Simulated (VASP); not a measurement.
Si3C:

```
CELL_PARAMETERS angstrom
3.33947 0.00000 0.00000
0.00000 3.33947 0.00000
0.00000 0.00000 4.72273
ATOMIC_POSITIONS crystal
C 0.00000 0.00000 0.00000
Si 0.00000 0.50000 0.25000
Si 0.50000 0.50000 0.50000
Si 0.50000 0.00000 0.75000
```

The cell was built by a generator and needn't be a form met in nature.

- Program: VASP 6.6.1
- Task: relaxation of cell and atoms
- Functional: PBE
- Potentials or basis: VASP PAW PBE potentials, release 64 (C, Si)
- Cutoff: 600 eV
- k mesh: 8 × 8 × 6
- Occupations: fermi-dirac, width 0.02 eV
- Spin: no spin polarisation

At the start: pressure 33.8 GPa; volume 13.17 Å³/atom.

Problem. Where does the relaxation end?

Solution. Over 13 steps the energy falls by 556.5 meV/atom and the volume is 14.89 Å³/atom (+13.1 %); space group P-4m2 (No. 115, to 0.05 Å).

Step by step:
| step | energy change (eV) | largest force (eV/Å) | pressure (GPa) | volume (Å³) |
| --- | --- | --- | --- | --- |
| 1 | 0.0000 | 7.4159 | 33.75 | 52.67 |
| 2 | -0.5026 | 1.9744 | -18.68 | 76.77 |
| 3 | -2.1131 | 0.5266 | -5.91 | 63.27 |
| 4 | -2.1217 | 0.7586 | -4.64 | 62.66 |
| 5 | -2.1225 | 0.8787 | -3.96 | 62.35 |
| 6 | -2.2200 | 0.1802 | -0.07 | 59.71 |
| 7 | -2.2225 | 0.0334 | 0.74 | 59.24 |
| 8 | -2.2254 | 0.0914 | -0.28 | 59.64 |
| 9 | -2.2254 | 0.0846 | -0.23 | 59.62 |
| 10 | -2.2261 | 0.0167 | 0.02 | 59.52 |
| 11 | -2.2261 | 0.0106 | 0.03 | 59.51 |
| 12 | -2.2261 | 0.0087 | 0.05 | 59.51 |
| 13 | -2.2261 | 0.0009 | -0.01 | 59.54 |

Final structure:
```yaml
crystal:
  lattice:
    - [3.44299, 0.00000, 0.00000]
    - [0.00000, 3.44299, 0.00000]
    - [0.00000, 0.00000, 5.02288]
  atoms:
    - { symbol: C, position: [0.00000, 0.00000, 0.00000] }
    - { symbol: Si, position: [0.00000, 0.50000, 0.20225] }
    - { symbol: Si, position: [0.50000, 0.50000, 0.50000] }
    - { symbol: Si, position: [0.50000, 0.00000, 0.79775] }
```
